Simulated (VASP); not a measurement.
# NaY (Pm-3m) in VASP: notebook

The runs below take NaY through band structure, with revPBE, BLYP, AM05, PW91, r2SCAN.

All numbers are computed with VASP 6.6.1; they aren't measurements. Logs are shortened: lines on timing, memory, paths and dates and some standing lists are left out, and cuts for length are marked.

### Step 1. Starting point

Symmetry: Pm-3m, No. 221, cubic system. Conventional cell: a = 4.012 Å, b = 4.012 Å, c = 4.012 Å, α = 90.00°, β = 90.00°, γ = 90.00°. Around Na (site symmetry m-3m) lie 8 Y at 3.47 Å. Y (site symmetry m-3m) is surrounded by 8 Na at 3.47 Å.

The cell was built by a generator and needn't be a form met in nature.

### Step 2. Band structure, revPBE

Contents of POSCAR:

```
NaY
1.0
    4.0118800000      0.0000000000      0.0000000000
    0.0000000000      4.0118800000      0.0000000000
    0.0000000000      0.0000000000      4.0118800000
Na Y
1 1
Direct
    0.0000000000      0.0000000000      0.0000000000
    0.5000000000      0.5000000000      0.5000000000
```

Contents of INCAR.step1:

```
ALGO = Normal
EDIFF = 1E-7
ENCUT = 520
GGA = RE
ISIF = 2
ISMEAR = -1
LASPH = T
LCHARG = T
LMAXMIX = 4
LREAL = F
LWAVE = F
NELM = 60
PREC = Accurate
SIGMA = 0.05
```

Contents of KPOINTS.step1:

```
k-points
0
Gamma
  7 7 7
```

Contents of INCAR.step2:

```
ALGO = Normal
EDIFF = 1E-7
ENCUT = 520
GGA = RE
ICHARG = 11
ISIF = 2
ISMEAR = 0
LASPH = T
LCHARG = F
LMAXMIX = 4
LREAL = F
LWAVE = F
NELM = 60
PREC = Accurate
SIGMA = 0.05
```

Contents of KPOINTS.step2:

```
path GXMGRX,MR
10
line-mode
reciprocal
 0.0000000000  0.0000000000  0.0000000000  G
 0.0000000000  0.5000000000  0.0000000000  X

 0.0000000000  0.5000000000  0.0000000000  X
 0.5000000000  0.5000000000  0.0000000000  M

 0.5000000000  0.5000000000  0.0000000000  M
 0.0000000000  0.0000000000  0.0000000000  G

 0.0000000000  0.0000000000  0.0000000000  G
 0.5000000000  0.5000000000  0.5000000000  R

 0.5000000000  0.5000000000  0.5000000000  R
 0.0000000000  0.5000000000  0.0000000000  X

 0.5000000000  0.5000000000  0.0000000000  M
 0.5000000000  0.5000000000  0.5000000000  R
```

Potentials or basis: VASP PAW PBE potentials, release 64 (Na_pv, Y_sv).

Run with:

```
$ cat potpaw_PBE.64/Na_pv/POTCAR potpaw_PBE.64/Y_sv/POTCAR > POTCAR
$ cp INCAR.step1 INCAR
$ cp KPOINTS.step1 KPOINTS
$ mpirun -np 1 vasp_std > vasp.out
$ cp INCAR.step2 INCAR
$ cp KPOINTS.step2 KPOINTS
$ mpirun -np 1 vasp_std > vasp.out
```

OUTCAR:

```text
EDIFF = 1E-7
   ENCUT = 520
   GGA = RE
   ICHARG = 11
   ISIF = 2
   ISMEAR = 0
   LASPH = T
   LREAL = F
   NELM = 60
   PREC = Accurate

 ion  position               nearest neighbor table
   1  0.000  0.000  0.000-   2 3.47   2 3.47   2 3.47   2 3.47   2 3.47   2 3.47   2 3.47   2 3.47

   2  0.500  0.500  0.500-   1 3.47   1 3.47   1 3.47   1 3.47   1 3.47   1 3.47   1 3.47   1 3.47

  LATTYP: Found a simple cubic cell.
 ALAT       =     4.0118800000

  Lattice vectors:

 A1 = (   4.0118800000,   0.0000000000,   0.0000000000)
 A2 = (   0.0000000000,   4.0118800000,   0.0000000000)
 A3 = (   0.0000000000,   0.0000000000,   4.0118800000)

Analysis of symmetry for initial positions (statically):
=====================================================================
 Subroutine PRICEL returns:
 Original cell was already a primitive cell.

 Routine SETGRP: Setting up the symmetry group for a
 simple cubic supercell.

 Subroutine GETGRP returns: Found 48 space group operations
 (whereof 48 operations were pure point group operations)
 out of a pool of 48 trial point group operations.

The static configuration has the point symmetry O_h .

Analysis of symmetry for dynamics (positions and initial velocities):
=====================================================================
 Subroutine PRICEL returns:
 Original cell was already a primitive cell.

 Routine SETGRP: Setting up the symmetry group for a
 simple cubic supercell.

 Subroutine GETGRP returns: Found 48 space group operations
 (whereof 48 operations were pure point group operations)
 out of a pool of 48 trial point group operations.

The dynamic configuration has the point symmetry O_h .

 Subroutine INISYM returns: Found 48 space group operations
 (whereof 48 operations are pure point group operations),
 and found     1 'primitive' translations

----------------------------------------------------------------------------------------

                                     Primitive cell

  volume of cell :      64.5719

  direct lattice vectors                    reciprocal lattice vectors
     4.011880000  0.000000000  0.000000000     0.249259699  0.000000000  0.000000000
     0.000000000  4.011880000  0.000000000     0.000000000  0.249259699  0.000000000
     0.000000000  0.000000000  4.011880000     0.000000000  0.000000000  0.249259699

  length of vectors
     4.011880000  4.011880000  4.011880000     0.249259699  0.249259699  0.249259699

  position of ions in fractional coordinates (direct lattice)
     0.000000000  0.000000000  0.000000000
     0.500000000  0.500000000  0.500000000

  ion indices of the primitive-cell ions
   primitive index   ion index
                 1           1
                 2           2

----------------------------------------------------------------------------------------

 KPOINTS: path GXMGRX,MR

Interpolating k-points between supplied coordinates.

 Line segments in fractional coordinates (reciprocal lattice):
    0.000000  0.000000  0.000000  ...  0.000000  0.500000  0.000000
    0.000000  0.500000  0.000000  ...  0.500000  0.500000  0.000000
    0.500000  0.500000  0.000000  ...  0.000000  0.000000  0.000000
    0.000000  0.000000  0.000000  ...  0.500000  0.500000  0.500000
    0.500000  0.500000  0.500000  ...  0.000000  0.500000  0.000000
    0.500000  0.500000  0.000000  ...  0.500000  0.500000  0.500000

 Generated    10 points on each line segment, for a total of     60 k-points:

 Following reciprocal coordinates:
            Coordinates               Weight
  0.000000  0.000000  0.000000      0.016667
  0.000000  0.055556  0.000000      0.016667
  0.000000  0.111111  0.000000      0.016667
  0.000000  0.166667  0.000000      0.016667
  0.000000  0.222222  0.000000      0.016667
  0.000000  0.277778  0.000000      0.016667
[... 16 lines left out ...]
  0.388889  0.388889  0.000000      0.016667
  0.333333  0.333333  0.000000      0.016667
 [... further k-points ...]
   k-points           NKPTS =     60   k-points in BZ     NKDIM =     60   number of bands    NBANDS=     13
   number of dos      NEDOS =    301   number of ions     NIONS =      2
   total plane-waves  NPLWV =  27000
   dimension x,y,z NGX =    30 NGY =   30 NGZ =   30
   dimension x,y,z NGXF=    60 NGYF=   60 NGZF=   60
   ions per type =               1   1
   NGX,Y,Z   is equivalent  to a cutoff of  12.43, 12.43, 12.43 a.u.
   NGXF,Y,Z  is equivalent  to a cutoff of  24.86, 24.86, 24.86 a.u.
 SYSTEM =  unknown system
   PREC   = accura    normal or accurate (medium, high low for compatibility)
   ISTART =      0    job   : 0-new  1-cont  2-samecut
   ICHARG =     11    charge: 1-file 2-atom 10-const
   ISPIN  =      1    spin polarized calculation?
   LNONCOLLINEAR =      F non collinear calculations
   LSORBIT =      F    spin-orbit coupling
   LASPH  =      T    aspherical Exc in radial PAW
   ENCUT  =  520.0 eV  38.22 Ry    6.18 a.u.   7.46  7.46  7.46*2*pi/ulx,y,z
   NELM   =     60;   NELMIN=  2; NELMDL=  0     # of ELM steps
   EDIFF  = 0.1E-06   stopping-criterion for ELM
   LREAL  =      F    real-space projection
   EDIFFG = 0.1E-05   stopping-criterion for IOM
   NSW    =      0    number of steps for IOM
   IBRION =     -1    ionic relax: 0-MD 1-quasi-New 2-CG
   NFREE  =      0    steps in history (QN), initial steepest desc. (CG)
   ISIF   =      2    stress and relaxation
   ISYM   =      2    0-nonsym 1-usesym 2-fastsym
   POTIM  = 0.5000    time-step for ionic-motion
   TEBEG  =    0.0;   TEEND  =   0.0 temperature during run
   PSTRESS=    0.0 pullay stress
   NELECT =      18.0000    total number of electrons
   NUPDOWN=      -1.0000    fix difference up-down
   EMIN   =  10.00;   EMAX   =-10.00  energy-range for DOS
   EFERMI =   0.00;   METHOD = LEGACY
   ISMEAR =     0;   SIGMA  =   0.05  broadening in eV -4-tet -1-fermi 0-gaus
   EFERMI_NEDOS =   21; number of points for ismear=-14 and -15
   IALGO  =     38    algorithm
   IMIX   =      4    mixing-type and parameters
     AMIX     =   0.40;   BMIX     =  1.00
     AMIX_MAG =   1.60;   BMIX_MAG =  1.00
  volume/ion in A,a.u.               =      32.29       217.88
  Fermi-wavevector in a.u.,A,eV,Ry     =   1.069427  2.020924 15.560625  1.143674
  Thomas-Fermi vector in A             =   2.205106
   LORBIT       =      0    0 simple, 1 ext, 2 COOP (PROOUT), +10 PAW based schemes
   GGA     = RE    functional components
   LHFCALC =     F    Hartree Fock is set to
   AEXX    =    0.0000 exact exchange contribution
   IVDW    =     0    specifies the selected vdW correction
   LEPSILON=     F    determine dielectric tensor
   LRPA    =     F    only Hartree local field effects (RPA)
 non-spin polarized calculation
 Gauss-broadening in eV      SIGMA  =   0.05
  energy-cutoff  :      520.00
  volume of cell :       64.57
 maximum number of plane-waves:      1771
 NGX is ok and might be reduce to    30

 number of electron      17.9999978 magnetization

 Free energy of the ion-electron system (eV)
  ---------------------------------------------------
  ext. energy  EPLUGINS =         0.00000000
  ---------------------------------------------------
  free energy    TOTEN  =        -6.67580591 eV

  energy without entropy =       -6.66762856  energy(sigma->0) =       -6.67171723

 E-fermi :   1.8275     XC(G=0):  -8.2237

 val. band max:        1.8252156291   @ k =   0.2778   0.2778   0.0000
 cond. band min:       1.8379987472   @ k =   0.0000   0.1111   0.0000
 fundamental gap:      0.0127831182
 Fermi energy:         1.8275205083

 k-point     1 :       0.0000    0.0000    0.0000
  band No.  band energies     occupation
      1     -41.6786      2.00000
      2     -21.7149      2.00000
      3     -21.7149      2.00000
      4     -21.7149      2.00000
      5     -21.5418      2.00000
      6     -21.5418      2.00000
      7     -21.5418      2.00000
      8      -2.2422      2.00000
      9       1.7868      1.75033
     10       1.7868      1.75033
     11       4.7748      0.00000
     12       4.7748      0.00000
     13       4.7748      0.00000

 k-point     2 :       0.0000    0.0556    0.0000
  band No.  band energies     occupation
      1     -41.6785      2.00000
      2     -21.7149      2.00000
      3     -21.7141      2.00000
      4     -21.7141      2.00000
      5     -21.5450      2.00000
      6     -21.5424      2.00000
      7     -21.5424      2.00000
      8      -2.2072      2.00000
      9       1.7952      1.63872
     10       1.7999      1.56610
     11       4.7157      0.00000
     12       4.7157      0.00000
     13       4.7794      0.00000

 k-point     3 :       0.0000    0.1111    0.0000
  band No.  band energies     occupation
      1     -41.6781      2.00000
      2     -21.7149      2.00000
      3     -21.7118      2.00000
      4     -21.7118      2.00000
      5     -21.5542      2.00000
      6     -21.5440      2.00000
      7     -21.5440      2.00000
      8      -2.1033      2.00000
      9       1.8140      1.29725
     10       1.8380      0.76695
     11       4.5610      0.00000
     12       4.5610      0.00000
     13       4.7925      0.00000
[... 305 lines left out ...]
 k-point    23 :       0.3889    0.3889    0.0000
  band No.  band energies     occupation
      1     -41.6705      2.00000
      2     -21.7615      2.00000
      3     -21.7476      2.00000
      4     -21.6847      2.00000
      5     -21.5914      2.00000
      6     -21.5764      2.00000
      7     -21.5575      2.00000
      8       0.5140      2.00000
      9       1.3505      2.00000
     10       2.5578      0.00000
     11       2.9205      0.00000
     12       3.8200      0.00000
     13       3.8718      0.00000

 k-point    24 :       0.3333    0.3333    0.0000
  band No.  band energies     occupation
      1     -41.6717      2.00000
      2     -21.7534      2.00000
      3     -21.7247      2.00000
      4     -21.6866      2.00000
      5     -21.6030      2.00000
      6     -21.5723      2.00000
      7     -21.5579      2.00000
      8      -0.0537      2.00000
      9       1.5745      2.00000
     10       2.4096      0.00000
     11       3.0080      0.00000
     12       3.8897      0.00000
     13       3.9920      0.00000

 [... further k-points ...]

------------------------ aborting loop because EDIFF is reached ----------------------------------------

  FORCE on cell =-STRESS in cart. coord.  units (eV):
  Direction    XX          YY          ZZ          XY          YZ          ZX
  --------------------------------------------------------------------------------------
  -------------------------------------------------------------------------------------
  Total        0.3107542      0.3107542      0.3107542      0.0000000      0.0000000     -0.0000000
  in kB        7.7105212      7.7105212      7.7105212      0.0000000      0.0000000     -0.0000000
  external PRESSURE =       7.7105212 kB  Pullay stress =       0.0000000 kB

 VOLUME and BASIS-vectors are now :
 -----------------------------------------------------------------------------
  energy-cutoff  :      520.00
  volume of cell :       64.57
      direct lattice vectors                 reciprocal lattice vectors
     4.011880000  0.000000000  0.000000000     0.249259699  0.000000000  0.000000000
     0.000000000  4.011880000  0.000000000     0.000000000  0.249259699  0.000000000
     0.000000000  0.000000000  4.011880000     0.000000000  0.000000000  0.249259699

 POSITION                                       TOTAL-FORCE (eV/Angst)
 -----------------------------------------------------------------------------------
      0.00000      0.00000      0.00000         0.000000      0.000000      0.000000
      2.00594      2.00594      2.00594         0.000000      0.000000      0.000000
 -----------------------------------------------------------------------------------
    total drift:                                0.000000      0.000000      0.000000

  FREE ENERGIE OF THE ION-ELECTRON SYSTEM (eV)
  ---------------------------------------------------
  free  energy   TOTEN  =        -6.6758059052 eV

  energy  without entropy=       -6.6676285570  energy(sigma->0) =       -6.67171723
```

Run time: 22 s. Hardware: 1 thread of Intel Xeon 6975P-C (Granite Rapids), shared host; peak memory 0.2 GiB.

What came out:

```
Band gap along the path : none (metal or under the smearing width)
```

Levels at the corners of the path, in eV from the Fermi level:
```tsv
point	band 6	band 7	band 8	band 9	band 10	band 11	band 12	band 13
Γ	-23.50	-23.50	-4.21	-0.18	-0.18	2.81	2.81	2.81
X	-23.53	-23.53	-2.23	-1.23	0.33	1.58	1.58	2.97
X	-23.53	-23.53	-2.23	-1.23	0.33	1.58	1.58	2.97
M	-23.54	-23.52	-1.08	-0.47	0.74	0.74	1.81	1.81
M	-23.54	-23.52	-1.08	-0.47	0.74	0.74	1.81	1.81
Γ	-23.50	-23.50	-4.21	-0.18	-0.18	2.81	2.81	2.81
Γ	-23.50	-23.50	-4.21	-0.18	-0.18	2.81	2.81	2.81
R	-23.61	-23.61	-0.36	-0.36	-0.36	2.95	2.95	2.95
R	-23.61	-23.61	-0.36	-0.36	-0.36	2.95	2.95	2.95
X	-23.53	-23.53	-2.23	-1.23	0.33	1.58	1.58	2.97
M	-23.54	-23.52	-1.08	-0.47	0.74	0.74	1.81	1.81
R	-23.61	-23.61	-0.36	-0.36	-0.36	2.95	2.95	2.95
```

Caveat: the log is that of the step along the path at fixed density, whose energy, stress, charges and moments have no meaning; the PAW data sets were made with another functional, which shifts forces and pressure a little.

[end of part 1 of 2]
